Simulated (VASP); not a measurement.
BW2, 6 atoms in the cell. Symmetry: I4/mcm, No. 140, tetragonal system. The conventional cell has a = 5.565 Å, b = 5.565 Å, c = 4.766 Å, α = 90.00°, β = 90.00°, γ = 90.00°. B (site symmetry 422) is surrounded by 2 B at 2.38 Å and 8 W at 2.38 Å. W (site symmetry m2m) is surrounded by 4 B at 2.38 Å and 3 W at 2.68 to 2.70 Å. 

```yaml
Program: VASP 6.6.1
Task: relaxation of cell and atoms
Functional: r2SCAN
Potentials_or_basis: VASP PAW PBE potentials, release 64 (B, W_sv)
Cutoff: 600 eV
k_mesh: 10 × 10 × 10
Occupations: methfessel-paxton, width 0.1 eV
Spin: no spin polarisation
Further_INCAR_settings: ALGO = Normal; EDIFF = 1e-07; IBRION = 2; EDIFFG = -0.005; NSW = 90; ISIF = 3
```

Potentials or basis: VASP PAW PBE potentials, release 64 (B, W_sv).

Run with:

```console
$ cat potpaw_PBE.64/B/POTCAR potpaw_PBE.64/W_sv/POTCAR > POTCAR
$ mpirun -np 2 vasp_std > vasp.out
```

Hardware: 2 MPI ranks on Intel(R) Xeon(R) 6975P-C (Granite Rapids), on a shared host.

Problem. How long does it take, and how much memory?

Solution. It took 14 min on 2 MPI ranks on Intel(R) Xeon(R) 6975P-C (Granite Rapids), on a shared host, peak memory 0.44 GiB a rank. Counts: scf iterations 35, k points 102, ion steps 3.
